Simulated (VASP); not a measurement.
Input:

```
ZrB
1.0
    0.00000     2.61915     2.61915
    2.61915     0.00000     2.61915
    2.61915     2.61915     0.00000
Zr B
1 1
Direct
  0.00000   0.00000   0.00000
  0.25000   0.25000   0.25000
```

The numbers are results of PBEsol GGA, VASP's PBE PAW potentials (set 64) (plane waves; VASP), not measurements. Numerical set-up: 520 eV cut-off, 11×11×11 Γ-centred mesh, first-order Methfessel-Paxton smearing of 0.10 eV, potentials Zr_sv B.

Task: Predict the energy per atom (σ→0), band gap (on the k-mesh) with the smallest direct gap where there is one.

Result: 
```yaml
band gap (on the k-mesh): none (metal, semimetal or under 0.01 eV)
energy per atom (σ→0): -7.494 eV/atom
```

Total energies compare only between runs with the same potentials, cut-off and functional.

The structure was generated: ZrB was put into the zinc blende type (F-43m), which need not be its known phase. It was relaxed first, which changed the volume by -33 %. The start is the result of an earlier pass. The electron count is odd and the run is not spin-polarised, which forces a metal.
